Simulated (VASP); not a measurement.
Here is the system:

```
CELL_PARAMETERS angstrom
      0.00000     2.53188     2.53188
      2.53188     0.00000     2.53188
      2.53188     2.53188     0.00000
ATOMIC_POSITIONS crystal
  Sr 0.00000 0.00000 0.00000
  O  0.50000 0.50000 0.50000
```

Method: r2SCAN meta-GGA, VASP's PBE PAW potentials (set 64) (plane waves; VASP 6.6.1). Run with 520 eV cut-off, 9×9×9 Γ-centred mesh, Gaussian smearing of 0.050 eV, potentials Sr_sv O.

### Question
Predict the energy per atom (σ→0), pressure.

### Answer

- energy per atom (σ→0): -13.507 eV/atom
- pressure: 6.67 GPa

Total energies compare only between runs with the same potentials, cut-off and functional.

The compound is SrO in the rock salt structure. This cell is one point of a volume scan, at 0.94 of the reference volume.
